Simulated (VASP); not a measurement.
LiLu3 under changes of volume

One of the cells (27.962 Å³/atom); the others are scaled copies at fixed shape and fractional positions:

```
CELL_PARAMETERS angstrom
6.88462 0.00000 0.00000
-3.44231 5.96226 0.00000
0.00000 0.00000 5.44962
ATOMIC_POSITIONS crystal
Lu 0.33573 0.16787 0.75000
Lu 0.83213 0.16787 0.75000
Lu 0.83213 0.66427 0.75000
Lu 0.66427 0.83213 0.25000
Lu 0.16787 0.83213 0.25000
Lu 0.16787 0.33573 0.25000
Li 0.66667 0.33333 0.25000
Li 0.33333 0.66667 0.75000
```

The cell comes from a database or a generator and needn't be the stable form of this composition.

```yaml
Program: VASP 6.6.1
Functional: PBE
Potentials_or_basis: VASP PAW PBE potentials, release 64 (Lu, Li_sv)
Cutoff: 520 eV
k_mesh: 5 × 5 × 5
Occupations: fermi-dirac, width 0.05 eV
Spin: no spin polarisation
```

| volume (Å³/atom) | energy over the lowest point (meV/atom) | largest force (eV/Å) |
| --- | --- | --- |
| 25.769 | 8.91 | 0.032 |
| 26.317 | ? | ? |
| 26.865 | 0.00 | 0.026 |
| 27.962 | 1.76 | 0.074 |
| 28.510 | 6.11 | 0.096 |
| 29.058 | 12.50 | 0.116 |

**Question.** What does the run at 26.317 Å³/atom give?

**Answer.** Energy over the lowest point 3.01 meV/atom; largest force 0.002 eV/Å.

Worked out: A Birch-Murnaghan fit of order 3 (a polynomial in V^(-2/3)) to the other rows has its minimum at 27.21 Å³/atom with B0 = V·E''(V) = 37 GPa and B' = 3.3 at fixed shape and positions, which overstates the stiffness. It gives 3.00 meV/atom at 26.317 Å³/atom, against the run's 3.01.

Energies are extrapolated to zero smearing.

Caveats: the cutoff is under 1.25 times the usual one of these potentials, so pressure, stress and relaxed cells hold a basis-set (Pulay) error.
